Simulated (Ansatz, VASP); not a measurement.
# SiCl3: VASP beside Ansatz, part 3 of 3

One calculation is typed for both programs; each brings its own data sets. How far apart do they land? The cell is generated by rule, not measured, and may not be a known phase. The cell is taken from a series of runs on this material, whose earlier steps may have relaxed, scaled, displaced or heated it; both programs get it as it stands.

VASP 6.6.1 and Ansatz 0.2.0.

So far: Starting point; Ansatz: zone-centre phonons, PBE; VASP: zone-centre phonons, PBE.

## (3) VASP: zone-centre phonons, PBE (continued)

Level of this step: PBE; plane waves and PAW (Si, Cl); invented cell (VASP).

Numbers of over 12 decimals in the logs are rounded to 6 here.

From OUTCAR (step 3):

```text
ion  position               nearest neighbor table
   1  0.000  0.909  0.909-   3 2.07   4 2.07   2 2.33   2 2.33
   2  0.500  0.992  0.992-   1 2.33   1 2.33
   3  0.000  0.017  0.572-   1 2.07
   4  0.000  0.572  0.017-   1 2.07

  LATTYP: Found a base centered orthorhombic cell.
 ALAT       =     7.4922976214
 B/A-ratio  =     1.4328959642
 C/A-ratio  =     0.5730723775

 Subroutine GETGRP returns: Found  4 space group operations
 (whereof  4 operations were pure point group operations)

The static configuration has the point symmetry C_2v.

 Found    126 irreducible k-points:

   k-points           NKPTS =    126   k-points in BZ     NKDIM =    126   number of bands    NBANDS=     18

   dimension x,y,z NGX =    32 NGY =   48 NGZ =   48
   dimension x,y,z NGXF=    64 NGYF=   96 NGZF=   96

   ENCUT  =  500.0 eV  36.75 Ry    6.06 a.u.   7.83 11.93 11.93*2*pi/ulx,y,z

   NELECT =      25.0000    total number of electrons

 k-points in reciprocal lattice and weights: Automatic mesh
   0.00000000  0.00000000  0.00000000       0.002
   0.10000000  0.00000000  0.00000000       0.003
   0.20000000  0.00000000  0.00000000       0.003
   0.30000000  0.00000000  0.00000000       0.003
   0.40000000  0.00000000  0.00000000       0.003
   0.50000000  0.00000000  0.00000000       0.002
   0.00000000  0.12500000  0.00000000       0.006
   0.10000000  0.12500000  0.00000000       0.013
   0.20000000  0.12500000  0.00000000       0.013
[...]
0.40000000  0.50000000  0.50000000       0.003
   0.50000000  0.50000000  0.50000000       0.002

 average (electrostatic) potential at core
       1 -91.5301       2 -97.5507       3 -96.8284       4 -96.8284

  Total       -0.0464483     -0.1699996     -0.1200507      0.0000000      0.0000000      0.0000000
  in kB       -0.4309644     -1.5773177     -1.1138738      0.0000000      0.0000000      0.0000000
  external PRESSURE =      -1.0407186 kB  Pullay stress =       0.0000000 kB

  energy-cutoff  :      500.00
  volume of cell :      172.68
      direct lattice vectors                 reciprocal lattice vectors
     4.293628811  0.000000000  0.000000000     0.232903226  0.000000000  0.000000000
     0.000000000  3.746148811  5.367841512     0.000000000  0.133470405  0.093147310
     0.000000000 -3.746148811  5.367841512     0.000000000 -0.133470405  0.093147310

 POSITION                                       TOTAL-FORCE (eV/Angst)
 -----------------------------------------------------------------------------------
      0.00000      0.00000      9.75486         0.000000      0.000000     -0.051697
      2.14681      0.00000     10.64981         0.000000      0.000000     -0.002168
      0.00000     -2.07946      3.16397         0.000000     -0.035437      0.026933
      0.00000      2.07946      3.16397         0.000000      0.035437      0.026933
 -----------------------------------------------------------------------------------
    total drift:                                0.000000      0.000000      0.000224

 Eigenvectors and eigenvalues of the dynamical matrix
 ----------------------------------------------------

   1 f  =   15.961109 THz   100.286603 2PiTHz  532.405275 cm-1    66.009812 meV
             X         Y         Z           dx          dy          dz
      0.000000  0.000000  9.754860     0.000000    0.810491    0.000000
      2.146814  0.000000 10.649811     0.000000   -0.042824   -0.000000
      0.000000 -2.079460  3.163975    -0.000000   -0.339320    0.235579
      0.000000  2.079460  3.163975     0.000000   -0.339320   -0.235579

   2 f  =   15.237617 THz    95.740771 2PiTHz  508.272191 cm-1    63.017692 meV
             X         Y         Z           dx          dy          dz
      0.000000  0.000000  9.754860     0.000000    0.000000   -0.780860
      2.146814  0.000000 10.649811    -0.000000   -0.000000    0.117391
      0.000000 -2.079460  3.163975    -0.000000   -0.323756    0.288826
      0.000000  2.079460  3.163975     0.000000    0.323756    0.288826

   3 f  =    7.819953 THz    49.134212 2PiTHz  260.845546 cm-1    32.340711 meV
             X         Y         Z           dx          dy          dz
      0.000000  0.000000  9.754860    -0.000000    0.000000   -0.386189
      2.146814  0.000000 10.649811     0.000000   -0.000000    0.633988
      0.000000 -2.079460  3.163975    -0.000000    0.450886   -0.145468
      0.000000  2.079460  3.163975     0.000000   -0.450886   -0.145468

   4 f  =    5.781920 THz    36.328875 2PiTHz  192.864094 cm-1    23.912089 meV
             X         Y         Z           dx          dy          dz
      0.000000  0.000000  9.754860    -0.000000   -0.345965    0.000000
      2.146814  0.000000 10.649811     0.000000    0.732985    0.000000
      0.000000 -2.079460  3.163975     0.000000   -0.212737    0.355335
      0.000000  2.079460  3.163975     0.000000   -0.212737   -0.355335

   5 f  =    5.535755 THz    34.782177 2PiTHz  184.652924 cm-1    22.894034 meV
             X         Y         Z           dx          dy          dz
      0.000000  0.000000  9.754860    -0.877897    0.000000   -0.000000
      2.146814  0.000000 10.649811     0.127857   -0.000000   -0.000000
      0.000000 -2.079460  3.163975     0.326305    0.000000   -0.000000
      0.000000  2.079460  3.163975     0.326305    0.000000    0.000000

   6 f  =    4.571970 THz    28.726534 2PiTHz  152.504502 cm-1    18.908140 meV
             X         Y         Z           dx          dy          dz
      0.000000  0.000000  9.754860     0.000000   -0.000000    0.180212
      2.146814  0.000000 10.649811    -0.000000    0.000000    0.566475
      0.000000 -2.079460  3.163975    -0.000000   -0.438045   -0.362534
      0.000000  2.079460  3.163975     0.000000    0.438045   -0.362534

   7 f  =    3.603608 THz    22.642140 2PiTHz  120.203440 cm-1    14.903320 meV
             X         Y         Z           dx          dy          dz
      0.000000  0.000000  9.754860    -0.144152   -0.000000    0.000000
      2.146814  0.000000 10.649811     0.848426   -0.000000    0.000000
      0.000000 -2.079460  3.163975    -0.360135   -0.000000    0.000000
      0.000000  2.079460  3.163975    -0.360135   -0.000000    0.000000

   8 f  =    2.635773 THz    16.561049 2PiTHz   87.919916 cm-1    10.900675 meV
             X         Y         Z           dx          dy          dz
      0.000000  0.000000  9.754860     0.000000    0.000000   -0.000000
      2.146814  0.000000 10.649811     0.000000    0.000000   -0.000000
      0.000000 -2.079460  3.163975    -0.707107   -0.000000   -0.000000
      0.000000  2.079460  3.163975     0.707107   -0.000000    0.000000

   9 f  =    0.164088 THz     1.030996 2PiTHz    5.473389 cm-1     0.678613 meV
             X         Y         Z           dx          dy          dz
      0.000000  0.000000  9.754860    -0.000000   -0.401063   -0.000000
      2.146814  0.000000 10.649811    -0.000000   -0.675297   -0.000000
      0.000000 -2.079460  3.163975    -0.000000   -0.151219    0.410724
      0.000000  2.079460  3.163975    -0.000000   -0.151219   -0.410724

  10 f/i=    0.002568 THz     0.016137 2PiTHz    0.085669 cm-1     0.010622 meV
             X         Y         Z           dx          dy          dz
      0.000000  0.000000  9.754860     0.456637   -0.000000   -0.000000
      2.146814  0.000000 10.649811     0.513640   -0.000000   -0.000000
      0.000000 -2.079460  3.163975     0.513642   -0.000000   -0.000000
      0.000000  2.079460  3.163975     0.513642    0.000000   -0.000000

  11 f/i=    0.005035 THz     0.031635 2PiTHz    0.167945 cm-1     0.020822 meV
             X         Y         Z           dx          dy          dz
      0.000000  0.000000  9.754860     0.000000   -0.000000    0.456771
      2.146814  0.000000 10.649811     0.000000   -0.000000    0.513210
      0.000000 -2.079460  3.163975     0.000000    0.000569    0.513797
      0.000000  2.079460  3.163975     0.000000   -0.000569    0.513797

  12 f/i=    0.154460 THz     0.970502 2PiTHz    5.152236 cm-1     0.638796 meV
             X         Y         Z           dx          dy          dz
      0.000000  0.000000  9.754860    -0.000000   -0.250123   -0.000000
      2.146814  0.000000 10.649811    -0.000000   -0.069802   -0.000000
      0.000000 -2.079460  3.163975    -0.000000   -0.562794   -0.386711
      0.000000  2.079460  3.163975    -0.000000   -0.562794    0.386711

 ELASTIC MODULI CONTR FROM IONIC RELAXATION (kBar)
 Direction    XX          YY          ZZ          XY          YZ          ZX
 --------------------------------------------------------------------------------
 XX         -83.5881    -20.9590    -80.5517      0.0000     -0.0000      0.0000
 YY         -20.9590   -601.7262   -256.9424      0.0000      0.0000     -0.0000
 ZZ         -80.5517   -256.9424   -234.3705      0.0000     -0.0000     -0.0000
 XY           0.0000      0.0000      0.0000    -56.4487     -0.0000      0.0000
 YZ          -0.0000      0.0000     -0.0000     -0.0000   -278.3175      0.0000
 ZX           0.0000     -0.0000     -0.0000      0.0000      0.0000    -61.5586
 --------------------------------------------------------------------------------
```

## (4) Differences

Known differences besides the potentials themselves: the cutoff is 789.13 eV in Ansatz and 500 eV in VASP. Total energies have different zeros and are not compared.

Compared:

| quantity | Ansatz | VASP | difference |
| --- | --- | --- | --- |
| optical mode 1 (imaginary, printed as negative) (cm⁻¹) | -8.7 | 5.5 | -14.2 |
| optical mode 2 (cm⁻¹) | 87.2 | 87.9 | -0.88 % |
| optical mode 3 (cm⁻¹) | 123.0 | 120.2 | +2.33 % |
| optical mode 4 (cm⁻¹) | 152.2 | 152.5 | -0.19 % |
| optical mode 5 (cm⁻¹) | 186.2 | 184.7 | +0.85 % |
| optical mode 6 (cm⁻¹) | 192.7 | 192.9 | -0.10 % |
| optical mode 7 (cm⁻¹) | 260.9 | 260.8 | +0.00 % |
| optical mode 8 (cm⁻¹) | 511.1 | 508.3 | +0.55 % |
| optical mode 9 (cm⁻¹) | 537.1 | 532.4 | +0.88 % |

Modes are paired by rising frequency, not by their patterns, so a pair may set unlike modes beside each other; they are those without the splitting of longitudinal modes.

## (5) Results

```
r.m.s. difference of the optical zone-centre modes, each program's sorted by frequency (zone-centre phonons, PBE) : 5.2 cm⁻¹
difference in optical mode 3 (zone-centre phonons, PBE)                                                           : +2.3 %
```

In words: The r.m.s. difference of the optical zone-centre modes, each program's sorted by frequency is 5.2 cm⁻¹ (zone-centre phonons, PBE). Among the rows given in per cent, the largest difference of the zone-centre phonons, PBE pair is in optical mode 3, +2.3 %. Such differences can come from data sets, numerical settings and the points named under the comparisons, not from the functional's error against experiment.

[Lines on the potential files, build, host, timing and source positions are cut from VASP's logs without a mark.]

[Logs are printed without paths, hosts, clocks, repeated set-up lines and the standing remarks that a program may print on its own settings, such as how far it seeks lower states.]

[Hosts, paths, dates, database ids (printed as entryN), source tags and the programs' standing remarks are cut or masked in the printed files.]
